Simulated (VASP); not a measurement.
Crystal: Cs2AgBiBr6.

```
Cs Ag Bi Br
1.0
     0.00000    5.61610    5.61610
     5.61610    0.00000    5.61610
     5.61610    5.61610    0.00000
Cs Ag Bi Br
2 1 1 6
Direct
  0.25000 0.25000 0.25000
  0.75000 0.75000 0.75000
  0.50000 0.50000 0.50000
  0.00000 0.00000 0.00000
  0.25055 0.74945 0.25055
  0.25055 0.74945 0.74945
  0.74945 0.25055 0.74945
  0.74945 0.25055 0.25055
  0.25055 0.25055 0.74945
  0.74945 0.74945 0.25055
```

| Property | Result |
| --- | --- |
| Program | VASP 6.6.1 |
| Task | relaxation of cell and atoms |
| Functional | PBEsol |
| Potentials or basis | VASP PAW PBE potentials, release 64 (Cs_sv, Ag, Bi_d, Br) |
| Cutoff | 600 eV |
| k mesh | 4 × 4 × 4 |
| Occupations | gaussian, width 0.03 eV |
| Spin | no spin polarisation |

At the start: pressure -0.0 GPa; volume 35.43 Å³/atom.

Question: How do energy, volume and symmetry change on relaxing?

Answer: Over 4 steps the energy falls by 3.6 meV/atom and the volume is 35.00 Å³/atom (-1.2 %); space group Fm-3m (No. 225, to 0.05 Å).

The path:
| step | energy change (eV) | largest force (eV/Å) | pressure (GPa) | volume (Å³) |
| --- | --- | --- | --- | --- |
| 1 | 0.0000 | 0.3080 | -0.01 | 354.27 |
| 2 | -0.0216 | 0.1759 | -0.14 | 354.19 |
| 3 | -0.0324 | 0.0026 | -0.28 | 354.09 |
| 4 | -0.0359 | 0.0012 | 0.02 | 350.03 |

Final structure:
```xyz
10
Lattice="0.0000 5.5936 5.5936 5.5936 0.0000 5.5936 5.5936 5.5936 0.0000" Properties=species:S:1:pos:R:3 pbc="T T T"
Cs    2.7968    2.7968    2.7968
Cs    8.3904    8.3904    8.3904
Ag    5.5936    5.5936    5.5936
Bi    5.5936    5.5936    0.0000
Br    5.5936    2.8414    5.5936
Br    8.3458    5.5936    5.5936
Br    5.5936    8.3458    5.5936
Br    2.8414    5.5936    5.5936
Br    5.5936    5.5936    2.8414
Br    5.5936    5.5936    8.3458
```

Caveat: the PAW data sets were made with another functional, which shifts forces and pressure a little.
